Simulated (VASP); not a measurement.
# WF (R3m) in VASP: settings compared, part 2 of 2

VASP 6.6.1. The steps go on from the part before.

### Step 3. Relaxation of cell and atoms, PBE

File INCAR:

```
SYSTEM = WF
  ALGO = Fast
  EDIFF = 1E-6
  EDIFFG = -0.01
  ENCUT = 600
  GGA = PE
  IBRION = 2
  ISIF = 3
  ISMEAR = 0
  LASPH = .True.
  LCHARG = .False.
  LREAL = .False.
  LWAVE = .False.
  NELM = 80
  NSW = 60
  PREC = Accurate
  SIGMA = 0.05
```

File KPOINTS:

```
k-points
0
Gamma
  11 11 11
  0 0 0
```

File POSCAR:

```
WF
1.0
    1.3658900000      0.7886000000      5.0696000000
   -1.3658900000      0.7886000000      5.0696000000
    0.0000000000     -1.5771900000      5.0696000000
W F
1 1
Direct
    0.8141200000      0.8141200000      0.8141200000
    0.9371200000      0.9371200000      0.9371200000
```

Potentials or basis: VASP PAW PBE potentials, release 64 (W_sv, F).

The run is started by

```
$ cat potpaw_PBE.64/W_sv/POTCAR potpaw_PBE.64/F/POTCAR > POTCAR
$ mpirun -np 1 vasp_std > vasp.out
```

OUTCAR:

```text
SYSTEM = WF
   EDIFF = 1E-6
   EDIFFG = -0.01
   ENCUT = 600
   GGA = PE
   IBRION = 2
   ISIF = 3
   ISMEAR = 0
   LASPH = .True.
   LREAL = .False.
   NELM = 80
   NSW = 60
   PREC = Accurate

 ion  position               nearest neighbor table
   1  0.814  0.814  0.814-   2 1.87
   2  0.937  0.937  0.937-   1 1.87

  LATTYP: Found a trigonal (rhomboedric) cell.
 ALAT       =     5.3092739251
 COS(alpha) =     0.8676295086

  Lattice vectors:

 A1 = (   1.3658900000,   0.7886000000,   5.0696000000)
 A2 = (  -1.3658900000,   0.7886000000,   5.0696000000)
 A3 = (   0.0000000000,  -1.5771900000,   5.0696000000)

Analysis of symmetry for initial positions (statically):
=====================================================================
 Subroutine PRICEL returns:
 Original cell was already a primitive cell.

 Routine SETGRP: Setting up the symmetry group for a
 trigonal (rhombohedral) supercell.

 Subroutine GETGRP returns: Found  6 space group operations
 (whereof  6 operations were pure point group operations)
 out of a pool of 12 trial point group operations.

The static configuration has the point symmetry C_3v.

Analysis of symmetry for dynamics (positions and initial velocities):
=====================================================================
 Subroutine PRICEL returns:
 Original cell was already a primitive cell.

 Routine SETGRP: Setting up the symmetry group for a
 trigonal (rhombohedral) supercell.

 Subroutine GETGRP returns: Found  6 space group operations
 (whereof  6 operations were pure point group operations)
 out of a pool of 12 trial point group operations.

The dynamic configuration has the point symmetry C_3v.

 Subroutine INISYM returns: Found  6 space group operations
 (whereof  6 operations are pure point group operations),
 and found     1 'primitive' translations

----------------------------------------------------------------------------------------

                                     Primitive cell

  volume of cell :      32.7639

  direct lattice vectors                    reciprocal lattice vectors
     1.365890000  0.788600000  5.069600000     0.366061689  0.211345893  0.065751268
    -1.365890000  0.788600000  5.069600000    -0.366061689  0.211345893  0.065751268
     0.000000000 -1.577190000  5.069600000     0.000000000 -0.422691786  0.065751685

  length of vectors
     5.309273925  5.309273925  5.309272309     0.427775029  0.427775029  0.427775210

  position of ions in fractional coordinates (direct lattice)
     0.814120000  0.814120000  0.814120000
     0.937120000  0.937120000  0.937120000

  ion indices of the primitive-cell ions
   primitive index   ion index
                 1           1
                 2           2

----------------------------------------------------------------------------------------

 KPOINTS: k-points

Automatic generation of k-mesh.
 Grid dimensions read from file:
 generate k-points for:   11   11   11

 Generating k-lattice:

  Cartesian coordinates                     Fractional coordinates (reciprocal lattice)
[... 67 lines left out ...]
   ISYM   =      2    0-nonsym 1-usesym 2-fastsym
   POTIM  = 0.5000    time-step for ionic-motion
   TEBEG  =    0.0;   TEEND  =   0.0 temperature during run
   PSTRESS=    0.0 pullay stress
   NELECT =      21.0000    total number of electrons
   NUPDOWN=      -1.0000    fix difference up-down
   EMIN   =  10.00;   EMAX   =-10.00  energy-range for DOS
   EFERMI =   0.00;   METHOD = LEGACY
   ISMEAR =     0;   SIGMA  =   0.05  broadening in eV -4-tet -1-fermi 0-gaus
   EFERMI_NEDOS =   21; number of points for ismear=-14 and -15
   IALGO  =     68    algorithm
   IMIX   =      4    mixing-type and parameters
     AMIX     =   0.40;   BMIX     =  1.00
     AMIX_MAG =   1.60;   BMIX_MAG =  1.00
  volume/ion in A,a.u.               =      16.38       110.55
  Fermi-wavevector in a.u.,A,eV,Ry     =   1.411506  2.667360 27.107556  1.992349
  Thomas-Fermi vector in A             =   2.533350
   LORBIT       =      0    0 simple, 1 ext, 2 COOP (PROOUT), +10 PAW based schemes
   GGA     = PE    functional components
   LHFCALC =     F    Hartree Fock is set to
   AEXX    =    0.0000 exact exchange contribution
   IVDW    =     0    specifies the selected vdW correction
   LEPSILON=     F    determine dielectric tensor
   LRPA    =     F    only Hartree local field effects (RPA)
 conjugate gradient relaxation of ions
 non-spin polarized calculation
 RMM-DIIS sequential band-by-band and
 Gauss-broadening in eV      SIGMA  =   0.05
  energy-cutoff  :      600.00
  volume of cell :       32.76
 maximum number of plane-waves:      1124
   NGX = 21   NGY = 21   NGZ = 21

--------------------------------------- Ionic step        1  -------------------------------------------

 number of electron      20.9999999 magnetization

 Free energy of the ion-electron system (eV)
  ---------------------------------------------------
  ext. energy  EPLUGINS =         0.00000000
  ---------------------------------------------------
  free energy    TOTEN  =       -15.83827137 eV

  energy without entropy =      -15.83709952  energy(sigma->0) =      -15.83768544

------------------------ aborting loop because EDIFF is reached ----------------------------------------

  FORCE on cell =-STRESS in cart. coord.  units (eV):
  Direction    XX          YY          ZZ          XY          YZ          ZX
  --------------------------------------------------------------------------------------
  -------------------------------------------------------------------------------------
  Total        0.1915108      0.1915106      0.6105088      0.0000000      0.0000004     -0.0000000
  in kB        9.3650093      9.3650023     29.8542993      0.0000000      0.0000196     -0.0000000
  external PRESSURE =      16.1947703 kB  Pullay stress =       0.0000000 kB
[... 89 lines left out ...]
  FREE ENERGIE OF THE ION-ELECTRON SYSTEM (eV)
  ---------------------------------------------------
  free  energy   TOTEN  =       -15.8408000833 eV

  energy  without entropy=      -15.8395884141  energy(sigma->0) =      -15.84019425

[... ionic steps 4 to 18 ...]

--------------------------------------- Ionic step       19  -------------------------------------------

 number of electron      21.0000002 magnetization

------------------------ aborting loop because EDIFF is reached ----------------------------------------
[... 67 lines left out ...]
--------------------------------------- Ionic step       21  -------------------------------------------

 number of electron      21.0000002 magnetization

 Free energy of the ion-electron system (eV)
  ---------------------------------------------------
  ext. energy  EPLUGINS =         0.00000000
  ---------------------------------------------------
  free energy    TOTEN  =       -15.84502023 eV

  energy without entropy =      -15.84280639  energy(sigma->0) =      -15.84391331

 E-fermi :   5.0355     XC(G=0): -10.9186

 val. band max:        5.0252988246   @ k =  -0.4545   0.3636   0.2727
 cond. band min:       5.0472449423   @ k =   0.2727   0.1818   0.0909
 fundamental gap:      0.0219461177
 Fermi energy:         5.0354764815

 k-point     1 :       0.0000    0.0000    0.0000
  band No.  band energies     occupation
      1     -69.1462      2.00000
      2     -33.8247      2.00000
      3     -32.5349      2.00000
      4     -32.5349      2.00000
      5     -19.1404      2.00000
      6      -1.6342      2.00000
      7      -1.5048      2.00000
      8       1.0262      2.00000
      9       1.0262      2.00000
     10       4.7989      2.00000
     11       4.8384      2.00000
     12       4.8384      2.00000
     13       8.6116      0.00000
     14       8.6116      0.00000
[... 377 lines left out ...]
      1     -69.0640      2.00000
      2     -33.6944      2.00000
      3     -33.3546      2.00000
      4     -32.8342      2.00000
      5     -18.8025      2.00000
      6      -1.2740      2.00000
      7      -0.8470      2.00000
      8       0.4251      2.00000
      9       2.2249      2.00000
     10       2.9466      2.00000
     11       4.1852      2.00000
     12       7.2675      0.00000
     13       7.7617      0.00000
     14       9.2088      0.00000

 [... further k-points ...]

------------------------ aborting loop because EDIFF is reached ----------------------------------------

  FORCE on cell =-STRESS in cart. coord.  units (eV):
  Direction    XX          YY          ZZ          XY          YZ          ZX
  --------------------------------------------------------------------------------------
  -------------------------------------------------------------------------------------
  Total        0.0193092      0.0193092      0.0043751      0.0000000      0.0000000      0.0000000
  in kB        0.9776686      0.9776678      0.2215207      0.0000000      0.0000001      0.0000000
  external PRESSURE =       0.7256190 kB  Pullay stress =       0.0000000 kB
[... 17 lines left out ...]
  FREE ENERGIE OF THE ION-ELECTRON SYSTEM (eV)
  ---------------------------------------------------
  free  energy   TOTEN  =       -15.8450202329 eV

  energy  without entropy=      -15.8428063912  energy(sigma->0) =      -15.84391331

 reached required accuracy - stopping structural energy minimisation
```

CONTCAR:

```text
WF
   1.00000000000000
     1.3683455467726513    0.7900175892673587    4.8786693291401644
    -1.3683455467726513    0.7900175892673587    4.8786693291401644
     0.0000000000000000   -1.5800255379216073    4.8786693879831819
  W               F
     1     1
Direct
     0.8109926881315235    0.8109926881315235    0.8109926881572771
     0.9402473118684793    0.9402473118684793    0.9402473118427257

  0.00000000E+00  0.00000000E+00  0.00000000E+00
  0.00000000E+00  0.00000000E+00  0.00000000E+00
```

Wall time 17 min (1 thread of Intel Xeon Platinum 8559C (Emerald Rapids), shared host); peak memory 0.37 GiB.

What came out:

- Free energy: -15.8450 eV
- Relaxed volume: 15.82 Å³/atom
- Relaxed cell: a = 5.128 Å, b = 5.128 Å, c = 5.128 Å, α = 30.95°, β = 30.95°, γ = 30.95°
- Space group after relaxing (to 0.05 Å): R3m (No. 160)
- Energy gained by relaxing: 3.4 meV/atom
- Ionic steps: 21
- Pressure after relaxing: 0.1 GPa
- Band gap on the k mesh: none (metal or under the smearing width)

Stress tensor (GPa, compression positive):
```
0.10 0.00 0.00
0.00 0.10 0.00
0.00 0.00 0.02
```

The path:
```
step  energy change (eV)  largest force (eV/Å)  pressure (GPa)  volume (Å³)
   1              0.0000                0.3965            1.62        32.76
   2              0.0357                1.2285           -5.42        33.55
   3             -0.0025                0.0184            0.04        32.92
   4             -0.0025                0.0288            0.07        32.91
   5             -0.0029                0.0494           -0.41        32.97
   6             -0.0029                0.0500           -0.42        32.97
   7             -0.0034                0.0574           -0.34        32.88
   8             -0.0045                0.0840           -0.10        32.60
   9             -0.0058                0.1540            0.58        32.04
  10             -0.0060                0.1173            0.46        32.01
  11             -0.0064                0.0119            0.12        31.92
  12             -0.0065                0.0249            0.00        31.89
  13             -0.0065                0.0267           -0.05        31.87
  14             -0.0066                0.0301           -0.12        31.82
  15             -0.0067                0.0337           -0.29        31.72
  16             -0.0067                0.0172           -0.04        31.66
  17             -0.0067                0.0117           -0.06        31.67
  18             -0.0067                0.0069           -0.09        31.67
  19             -0.0067                0.0032           -0.08        31.66
  20             -0.0067                0.0057            0.09        31.62
  21             -0.0067                0.0001            0.07        31.64
```

Final structure:
```
W F
1.0
     1.36835    0.79002    4.87867
    -1.36835    0.79002    4.87867
     0.00000   -1.58003    4.87867
W F
1 1
Direct
  0.81099 0.81099 0.81099
  0.94025 0.94025 0.94025
```

Levels at points of the mesh, in eV from the Fermi level:
```csv
k point,band 7,band 8,band 9,band 10,band 11,band 12,band 13,band 14
"(0.00, 0.00, 0.00)",-6.54,-4.01,-4.01,-0.24,-0.20,-0.20,3.58,3.58
```

Caveat: an odd number of electrons without spin polarisation forces a metal; a magnetic or distorted state may lie lower. The run has no spin-orbit coupling, so splittings on W are missing.

### Step 4. Relaxation of the atoms, RPBE

File INCAR:

```
SYSTEM = WF
PREC = Accurate
ENCUT = 520
EDIFF = 1E-6
ISMEAR = 0
SIGMA = 0.05
LREAL = .False.
LASPH = .True.
NELM = 100
ALGO = Normal
ISIF = 2
LWAVE = .False.
LCHARG = .False.
GGA = RP
IBRION = 2
NSW = 60
EDIFFG = -0.02
```

File KPOINTS:

```
Automatic mesh
0
Gamma
  11 11 11
  0 0 0
```

POSCAR is that of step 3.

The run is started by

```
$ cat potpaw_PBE.64/W_sv/POTCAR potpaw_PBE.64/F/POTCAR > POTCAR
$ mpirun -np 1 vasp_std > vasp.out
```

It took 2.3 min on 1 thread of Intel Xeon Platinum 8559C (Emerald Rapids), shared host; peak memory 0.29 GiB.

Results (log left out):

```yaml
Free_energy: -15.0601 eV
Energy_gained_by_relaxing: 3.1 meV/atom
Ionic_steps: 3
Pressure_after_relaxing: 2.9 GPa
Band_gap_on_the_k_mesh: none (metal or under the smearing width)
```

Stress tensor (GPa, compression positive):
```
3.93 0.00 0.00
0.00 3.93 0.00
0.00 0.00 0.97
```

The path:
```
step  energy change (eV)  largest force (eV/Å)  pressure (GPa)
   1              0.0000                0.5868            4.96
   2              0.0082                0.7964            0.09
   3             -0.0062                0.0001            2.95
```

Final structure:
```
W F
1.0
     1.36589    0.78860    5.06960
    -1.36589    0.78860    5.06960
     0.00000   -1.57719    5.06960
W F
1 1
Direct
  0.81341 0.81341 0.81341
  0.93783 0.93783 0.93783
```

Levels at points of the mesh, in eV from the Fermi level:
```csv
k point,band 6,band 7,band 8,band 9,band 10,band 11,band 12,band 13,band 14
"(0.00, 0.00, 0.00)",-6.67,-6.38,-3.81,-3.81,-0.21,-0.18,-0.18,3.64,3.64
```

Caveat: the PAW data sets were made with another functional, which shifts forces and pressure a little; an odd number of electrons without spin polarisation forces a metal; a magnetic or distorted state may lie lower.

### Step 5. For comparison

An earlier run on the cell as given: functional PBE; potentials or basis VASP PAW PBE potentials, release 64 (W_sv, F); cutoff 520 eV; k mesh 11 × 11 × 11; occupations fermi-dirac, width 0.05 eV; no spin polarisation.

* Pressure: 1.7 GPa
* Largest force: 0.401 eV/Å
* Band gap on the k mesh: none (metal or under the smearing width)

### Step 6. Overview

```tsv
task	level	potentials or basis	cell	k mesh	cutoff (eV)	smearing	gap on the mesh (eV)	pressure (GPa)	relaxed volume (Å³/atom)	largest force (eV/Å)
relaxation of cell and atoms	LDA	VASP PAW LDA potentials, release 64 (W_sv, F)	relaxed	8 × 8 × 8	600	fermi-dirac 0.05 eV	none	0.0	13.72	0.01
relaxation of cell and atoms	PBE	VASP PAW PBE potentials, release 64 (W_sv, F)	relaxed	11 × 11 × 11	600	gaussian 0.05 eV	none	0.1	15.82	-
relaxation of the atoms	RPBE	VASP PAW PBE potentials, release 64 (W_sv, F)	atoms relaxed	11 × 11 × 11	520	gaussian 0.05 eV	none	2.9	-	-
single point	PBE	VASP PAW PBE potentials, release 64 (W_sv, F)	as given	11 × 11 × 11	520	fermi-dirac 0.05 eV	none	1.7	-	0.40
```

Alike in all rows: no spin polarisation.

Caveats: an odd number of electrons without spin polarisation forces a metal; a magnetic or distorted state may lie lower; the volume moved by over 15 % at a fixed basis, so the end points are rough (some runs); the PAW data sets were made with another functional, which shifts forces and pressure a little (some runs).

Absolute energies hang on the potentials; compare differences alone.
